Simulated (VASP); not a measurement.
Calculation: TPSS meta-GGA, VASP's PBE PAW potentials (set 64) (plane waves; VASP 6.6.1).

A VASP calculation is set up with these files.

File KPOINTS:
```
Automatic mesh
0
G
  7 7 7
0 0 0
```

INCAR:
```
SIGMA = 0.05
EDIFF = 1E-6
PREC = Accurate
LCHARG = F
IBRION = 2
NELM = 100
LMIXTAU = T
ALGO = Normal
ISMEAR = 0   # Gaussian
METAGGA = TPSS
NSW = 60   # most ionic steps
ISIF = 3
LASPH = T
LREAL = F
LWAVE = F
ENCUT = 520   # plane-wave cut-off (eV)
EDIFFG = -0.01
SYSTEM = NaCl
```

**POSCAR**
```
NaCl
1
    0.0000000000     2.8200000000     2.8200000000
    2.8200000000     0.0000000000     2.8200000000
    2.8200000000     2.8200000000     0.0000000000
Na Cl
1 1
Direct
  0.0000000000   0.0000000000   0.0000000000
  0.5000000000   0.5000000000   0.5000000000
```

POTCAR, in this order: Na_pv Cl (PBE.64 set). Program: vasp_std.

Question: What will the output report for the number of irreducible k-points (NKPTS), largest plane-wave count, number of space-group operations, FFT grid (NGX, NGY, NGZ)?

Answer: 
| Item | Result |
|---|---|
| number of irreducible k-points (NKPTS) | 20 |
| largest plane-wave count | 1243 |
| number of space-group operations | 48 |
| FFT grid (NGX, NGY, NGZ) | 30 × 30 × 30 |

The compound is NaCl in the rock salt structure. This run relaxes it. Symmetry was kept, so distortions that lower it aren't found.
